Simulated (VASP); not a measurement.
Here is the system:

```xyz
6
Lattice="4.2340 0.0000 0.0000 0.0000 4.2340 0.0000 0.0000 0.0000 4.2340" Properties=species:S:1:pos:R:3 pbc="T T T"
Cu     3.1755     1.0585     3.1755
Cu     1.0585     3.1755     3.1755
Cu     3.1755     3.1755     1.0585
Cu     1.0585     1.0585     1.0585
O      0.0000     0.0000     0.0000
O      2.1170     2.1170     2.1170
```

Calculation: PBEsol GGA, VASP's PBE PAW potentials (set 64) (plane waves; VASP). Settings: 520 eV cut-off, 5×5×5 Γ-centred mesh, Gaussian smearing of 0.050 eV, potentials Cu O.

### Question
Estimate the energy per atom (σ→0), band gap (on the k-mesh) with the smallest direct gap where there is one.

### Answer

```yaml
band gap (on the k-mesh): 0.55 eV
smallest direct gap (on the k-mesh): 0.55 eV
energy per atom (σ→0): -4.994 eV/atom
```

The absolute energy has meaning only against runs of the same code, potentials and settings.

The compound is Cu2O in the cuprite structure. It was relaxed first.
